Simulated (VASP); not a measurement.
All values below come from PBE GGA, VASP's PBE PAW potentials (set 64) (plane waves; VASP).

A VASP calculation is set up with these files.

### POSCAR
```
Ta
1
   -1.6830000000     1.6830000000     1.6830000000
    1.6830000000    -1.6830000000     1.6830000000
    1.6830000000     1.6830000000    -1.6830000000
Ta
1
Direct
  0.0000000000   0.0000000000   0.0000000000
```

INCAR:
```
ISIF = 2   ! forces and stress, cell fixed
SYSTEM = Ta
LREAL = F
ENCUT = 400   ! plane-wave cut-off (eV)
LCHARG = F
LASPH = T
GGA = PE   ! PBE
ISMEAR = 1
LMAXMIX = 6
ALGO = Normal   ! blocked Davidson
SIGMA = 0.1   ! width (eV)
NELM = 100   ! most electronic steps
PREC = Accurate
EDIFF = 1E-6   ! SCF stop (eV)
LWAVE = F
```

### KPOINTS
```
Automatic mesh
0
Gamma
14 14 14
0 0 0
```

POTCAR, in this order: Ta_pv (PBE.64 set). Program: vasp_std.

The run wrote:

OSZICAR:
```
       N       E                     dE             d eps       ncg     rms          rms(c)
DAV:   1     0.373288962658E+02    0.37329E+02   -0.58361E+03  1872   0.958E+02
DAV:   2    -0.117198423235E+02   -0.49049E+02   -0.48190E+02  2394   0.219E+02
DAV:   3    -0.123009614965E+02   -0.58112E+00   -0.56887E+00  2169   0.245E+01
DAV:   4    -0.123038512196E+02   -0.28897E-02   -0.28891E-02  2162   0.157E+00
DAV:   5    -0.123038676558E+02   -0.16436E-04   -0.16435E-04  2117   0.100E-01    0.123E+01
DAV:   6    -0.119086971528E+02    0.39517E+00   -0.46918E-01  1942   0.817E+00    0.580E+00
DAV:   7    -0.118004663605E+02    0.10823E+00   -0.34962E-01  1967   0.664E+00    0.405E-01
DAV:   8    -0.117993470809E+02    0.11193E-02   -0.40569E-03  2002   0.796E-01    0.911E-02
DAV:   9    -0.117993183415E+02    0.28739E-04   -0.14000E-04  1990   0.149E-01    0.305E-02
DAV:  10    -0.117993124718E+02    0.58696E-05   -0.67974E-06  2053   0.351E-02    0.569E-03
DAV:  11    -0.117993124379E+02    0.33945E-07   -0.40989E-07   991   0.806E-03
   1 F= -.11799312E+02 E0= -.11799389E+02  d E =0.230863E-03
```

OUTCAR:
```
------------------------ aborting loop because EDIFF is reached ----------------------------------------
  FORCE on cell =-STRESS in cart. coord.  units (eV):
  Direction    XX          YY          ZZ          XY          YZ          ZX
  --------------------------------------------------------------------------------------
  Total       -0.9505707     -0.9505707     -0.9505707     -0.0000000      0.0000000     -0.0000000
  in kB      -79.8698113    -79.8698113    -79.8698113     -0.0000000      0.0000000     -0.0000000
  external PRESSURE =     -79.8698113 kB  Pullay stress =       0.0000000 kB
  volume of cell :       19.07
      direct lattice vectors                 reciprocal lattice vectors
    -1.683000000  1.683000000  1.683000000     0.000000000  0.297088532  0.297088532
     1.683000000 -1.683000000  1.683000000     0.297088532  0.000000000  0.297088532
     1.683000000  1.683000000 -1.683000000     0.297088532  0.297088532  0.000000000
 POSITION                                       TOTAL-FORCE (eV/Angst)
 -----------------------------------------------------------------------------------
      0.00000      0.00000      0.00000         0.000000     -0.000000     -0.000000
 -----------------------------------------------------------------------------------
    total drift:                                0.000000     -0.000000      0.000000
  FREE ENERGIE OF THE ION-ELECTRON SYSTEM (eV)
  ---------------------------------------------------
  free  energy   TOTEN  =       -11.7993124379 eV

  energy  without entropy=      -11.7995433006  energy(sigma->0) =      -11.79938939
```
(Selected blocks of OUTCAR.)

The compound is Ta in the bcc structure. The cell was not relaxed at this level.
